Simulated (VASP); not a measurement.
SiC (wurtzite):

```xyz
4
Lattice="1.5400 -2.6674 0.0000 1.5400 2.6674 0.0000 0.0000 0.0000 5.0500" Properties=species:S:1:pos:R:3 pbc="T T T"
Si     1.5400    -0.8891     2.5250
Si     1.5400     0.8891     0.0000
C      1.5400    -0.8891     4.4188
C      1.5400     0.8891     1.8937
```

The lowest empty band near K, direction c, from mBJ (TB09) with spin-orbit coupling in VASP (PAW); its two spin partners are averaged. The gap over the points computed is 3.29 eV, and the next band on that side lies 5.85 eV away at the edge.

Settings: 520 eV cut-off, 9×9×5 Γ-centred mesh, Gaussian smearing of 0.050 eV, potentials Si C.

```tsv
distance from the edge in k (1/Å)	distance in energy (meV)
0.018	4.4
0.025	8.5
0.035	16.7
0.050	34.0
0.070	66.5
```

**Question.** Fit E(1 + αE) = ħ²k²/2m* (ħ²/2m0 = 3.810 eV Å²) and predict the row at 0.095 1/Å.

**Answer.** The rows don't resolve α, so a parabola serves: the electron mass is m* = 0.281 m0, and so 122.6 meV. The run gave 121.8 meV, -0.8 meV from the fit.

Left out are points under 3 meV from the edge, since the levels carry 0.1 meV, and points farther than half the way to the next band.

The compound is SiC in the wurtzite structure, the rare 2H polytype. The cell was not relaxed at this level.
